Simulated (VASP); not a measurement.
An input for Ansatz (written as the equivalent of a VASP run, and not itself run):

Ansatz 0.2 input:
```yaml
crystal:
  lattice:
    - [2.6862700, 0.0000000, 0.0000000]
    - [0.0000000, 2.6862700, 0.0000000]
    - [0.0000000, 0.0000000, 3.8925800]
  atoms:
    - { symbol: V, position: [0.4717820, 0.4625640, 0.5083590] }
    - { symbol: Pt, position: [0.0282180, 0.0374360, -0.0083590] }
kpoints:
  mp_grid: { grid: [3, 3, 2] }
hamiltonian:
  xc: lda
  pseudopotentials: { kind: paw }
scf:
  occupations: { method: gaussian, width: 0.136 }
  max_iter: 100
output: { forces: true, stress: true, eigenvalues: true }
```

Question: Write the VASP files for the same calculation (LDA).

Answer: One answer among several that fit: 
File POSCAR:
```
VPt
1.0
  2.6862700000   0.0000000000   0.0000000000
  0.0000000000   2.6862700000   0.0000000000
  0.0000000000   0.0000000000   3.8925800000
V Pt
1 1
Direct
  0.4717820000   0.4625640000   0.5083590000
  0.0282180000   0.0374360000  -0.0083590000
```

### INCAR
```
LASPH = T
LREAL = F
ISIF = 2   # forces and stress, cell fixed
EDIFF = 1E-6   # SCF stop (eV)
ALGO = Normal   # blocked Davidson
ISMEAR = 0   # Gaussian
PREC = Accurate
LMAXMIX = 6   # l cut-off of mixed one-centre charges
LCHARG = F
ENCUT = 300   # plane-wave cut-off (eV)
NELM = 100
LWAVE = F
SIGMA = 0.136   # width (eV)
SYSTEM = VPt
```

KPOINTS:
```
Automatic mesh
0
gamma
3 3 2
0 0 0
```

POTCAR, in this order: V_sv Pt (LDA.64 set). Program: vasp_std.

What does not carry over: each code has its own PAW files, so the cut-off isn't converted (ENCUT is set for VASP's; basis.ecutwfc is left out, and Ansatz then takes the one that its files recommend); Ansatz stops its SCF on the density residual and VASP on the energy change (EDIFF); Ansatz's lda is the Perdew-Wang form, while the LDA potentials of VASP carry Perdew-Zunger's.

The structure comes from a computed database's VPt entry; how it stands against other phases isn't given here. The cell was not relaxed at this level, atoms are displaced from their ideal sites. The k-mesh is coarse (spacing up to 0.81 per Å, 2π included), so the numbers may not be converged in it. The run is one of a series of settings (KPOINTS 3×3×2 Γ-centred mesh against the base run), some of them coarse on purpose.
